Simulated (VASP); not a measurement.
# OSnBrH in VASP: notebook, part 2 of 2

VASP 6.6.1. The steps go on from the part before.

## (5) Single point, revPBE+D3(BJ)

INCAR

```
SYSTEM = SnHBrO
PREC     = Accurate       ! precision mode
ENCUT    = 520            ! plane-wave cutoff, eV
EDIFF    = 1E-6           ! SCF threshold, eV
ISMEAR   = 0              ! smearing method
SIGMA    = 0.01           ! smearing width, eV
LREAL    = .FALSE.        ! projectors in reciprocal space
LASPH    = .TRUE.         ! aspherical terms in the spheres
NELM     = 80             ! most SCF steps
ALGO     = Normal         ! electronic algorithm
ISIF     = 2              ! what is computed and relaxed
LWAVE    = .FALSE.        ! write WAVECAR
LCHARG   = .TRUE.         ! write CHGCAR
GGA      = RE             ! functional
IVDW     = 12             ! dispersion correction
LELF     = .TRUE.         ! ELF
LVHAR    = .TRUE.       
LVACPOTAV= .TRUE.
```

KPOINTS

```
Automatic mesh
0
G
  1 1 1
  0 0 0
```

POSCAR

```
SnHBrO
1.0
   13.0000000000      0.0000000000      0.0000000000
    0.0000000000     11.0000000000      0.0000000000
    0.0000000000      0.0000000000     11.0000000000
O Sn Br H
1 1 1 1
Cartesian
    5.6513499900      6.0830000000      4.8306500000
    5.7688499700      4.9771000400      6.4623499600
    8.2618499600      4.6641999800      6.3147499800
    4.7641500400      6.3778000000      4.6056499500
```

Potentials or basis: VASP PAW PBE potentials, release 64 (O, Sn_d, Br, H).

Started as:

```sh
$ cat potpaw_PBE.64/O/POTCAR potpaw_PBE.64/Sn_d/POTCAR potpaw_PBE.64/Br/POTCAR potpaw_PBE.64/H/POTCAR > POTCAR
$ mpirun -np 1 vasp_gam > vasp.out
```

OUTCAR:

```text
SYSTEM = SnHBrO
   PREC = Accurate
   ENCUT = 520
   EDIFF = 1E-6
   ISMEAR = 0
   LREAL = .FALSE.
   LASPH = .TRUE.
   NELM = 80
   ISIF = 2
   GGA = RE
   IVDW = 12
 IVDW          = 12

 ion  position               nearest neighbor table
   1  0.435  0.553  0.439-   4 0.96   2 1.97
   2  0.444  0.452  0.587-   1 1.97   3 2.52
   3  0.636  0.424  0.574-   2 2.52
   4  0.366  0.580  0.419-   1 0.96

  LATTYP: Found a simple tetragonal cell.
 ALAT       =    11.0000000000
 C/A-ratio  =     1.1818181818
[... 194 lines left out ...]

 E8    (eV) :    -0.1338

  FORCE on cell =-STRESS in cart. coord.  units (eV):
  Direction    XX          YY          ZZ          XY          YZ          ZX
  --------------------------------------------------------------------------------------
  -------------------------------------------------------------------------------------
  Total       1.41001     0.56689     1.15456    -0.35852    -0.83520     0.16282
  in kB       1.43616     0.57741     1.17598    -0.36517    -0.85069     0.16584
  external pressure =        1.06 kB  Pullay stress =        0.00 kB

 VOLUME and BASIS-vectors are now :
 -----------------------------------------------------------------------------
  energy-cutoff  :      520.00
  volume of cell :     1573.00
      direct lattice vectors                 reciprocal lattice vectors
    13.000000000  0.000000000  0.000000000     0.076923077  0.000000000  0.000000000
     0.000000000 11.000000000  0.000000000     0.000000000  0.090909091  0.000000000
     0.000000000  0.000000000 11.000000000     0.000000000  0.000000000  0.090909091

 POSITION                                       TOTAL-FORCE (eV/Angst)
 -----------------------------------------------------------------------------------
      5.65135      6.08300      4.83065         0.515110      0.293180     -0.568173
      5.76885      4.97710      6.46235        -0.333166     -0.439316      0.743284
      8.26185      4.66420      6.31475         0.395270     -0.050273     -0.022934
      4.76415      6.37780      4.60565        -0.577213      0.196409     -0.152177
 -----------------------------------------------------------------------------------
    total drift:                                0.000205     -0.000056     -0.000931

  FREE ENERGIE OF THE ION-ELECTRON SYSTEM (eV)
  ---------------------------------------------------
  free  energy   TOTEN  =       -16.4394852223 eV

  energy  without entropy=      -16.4394852223  energy(sigma->0) =      -16.43948522
```

OSZICAR:

```text
N       E                     dE             d eps       ncg     rms          rms(c)
DAV:   1     0.236531552586E+03    0.23653E+03   -0.92963E+03    44   0.968E+02
DAV:   2     0.456726200203E+02   -0.19086E+03   -0.18829E+03    70   0.212E+02
DAV:   3    -0.146361138355E+02   -0.60309E+02   -0.60260E+02    46   0.106E+02
[... 16 lines left out ...]
DAV:  20    -0.162471643176E+02   -0.52187E-04   -0.47660E-06    36   0.113E-02    0.137E-03
DAV:  21    -0.162471911308E+02   -0.26813E-04   -0.30345E-06    36   0.880E-03    0.951E-04
DAV:  22    -0.162471960157E+02   -0.48849E-05   -0.26833E-07    36   0.321E-03    0.655E-04
DAV:  23    -0.162471999059E+02   -0.38902E-05   -0.37355E-07    36   0.325E-03    0.520E-04
DAV:  24    -0.162472003706E+02   -0.46468E-06   -0.32893E-08    36   0.159E-03
   1 F= -.16439485E+02 E0= -.16439485E+02  d E =-.845560E-51
```

It took 3.2 min on 1 thread of Intel Xeon Platinum 8559C (Emerald Rapids), shared host; peak memory 1.2 GiB.

What came out:

```
Free energy                     : -16.4395 eV
Largest force                   : 0.925 eV/Å
Gap between the frontier levels : 3.16 eV
Dispersion energy per atom      : -0.048 eV
```

Forces on the atoms (eV/Å):
```
O    0.515  0.293 -0.568
Sn  -0.333 -0.439  0.743
Br   0.395 -0.050 -0.023
H   -0.577  0.196 -0.152
```

Caveat: the PAW data sets were made with another functional, which shifts forces and pressure a little; spin-orbit coupling is left out, which moves the levels of the heavy elements.

## (6) The reference run

An earlier run on the cell as given: functional PBE; potentials or basis VASP PAW PBE potentials, release 64 (O, Sn_d, Br, H); cutoff 520 eV; k mesh 1 × 1 × 1; occupations gaussian, width 0.01 eV; no spin polarisation.

- Largest force: 0.728 eV/Å
- Gap between the frontier levels: 3.14 eV

## (7) The runs side by side

| level | potentials or basis | cutoff (eV) | grid for exact exchange (PRECFOCK) | screening parameter | exchange at q = 0 | gap on the mesh (eV) | largest force (eV/Å) |
| --- | --- | --- | --- | --- | --- | --- | --- |
| HSE06+D3(BJ) | VASP PAW PBE potentials, release 64 (O, Sn_d, Br, H) | 520 | Normal | 0.2 1/A | - | 4.14 | 0.13 |
| B3LYP+TS | VASP PAW PBE potentials, release 64 (O_s, Sn_d, Br, H_s) | 400 | Fast | - | truncated | 4.47 | 1.59 |
| r2SCAN0+D4 | VASP PAW PBE potentials, release 64 (O, Sn_d, Br, H) | 520 | Normal | - | default | 5.13 | 0.18 |
| revPBE+D3(BJ) | VASP PAW PBE potentials, release 64 (O, Sn_d, Br, H) | 520 | - | - | - | 3.16 | 0.93 |
| PBE | VASP PAW PBE potentials, release 64 (O, Sn_d, Br, H) | 520 | - | - | - | 3.14 | 0.73 |

Alike in all rows: task single point; no spin polarisation; cell as given; k mesh 1 × 1 × 1; smearing gaussian 0.01 eV.

Caveats: spin-orbit coupling is left out, which moves the levels of the heavy elements; the PAW data sets were made with another functional, which shifts forces and pressure a little (some runs).

Total energies depend on the potentials used, so only differences within one code and one set of settings carry meaning.
